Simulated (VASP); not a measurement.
Consider the following.

```xyz
2
Lattice="0.0000 2.6992 2.6992 2.6992 0.0000 2.6992 2.6992 2.6992 0.0000" Properties=species:S:1:pos:R:3 pbc="T T T"
Ag     0.0000     0.0000     0.0000
Cl     2.6992     2.6992     2.6992
```

These are PBE GGA with D4 dispersion, VASP's PBE PAW potentials (set 64) (plane waves; VASP) values and carry that method's errors. Run with 520 eV cut-off, 8×8×8 Γ-centred mesh, Gaussian smearing of 0.050 eV, potentials Ag Cl.

Question: Estimate the energy per atom (σ→0), pressure, band gap (on the k-mesh) with the smallest direct gap where there is one.

Answer: 
```
Item                                          Value
-----------------------------------  --------------
band gap (on the k-mesh)                    0.90 eV
smallest direct gap (on the k-mesh)         3.47 eV
energy per atom (σ→0)                -3.021 eV/atom
pressure                                   3.66 GPa
```

The absolute energy has meaning only against runs of the same code, potentials and settings.

The compound is AgCl in the rock salt structure. This cell is one point of a volume scan, at 0.94 of the reference volume.
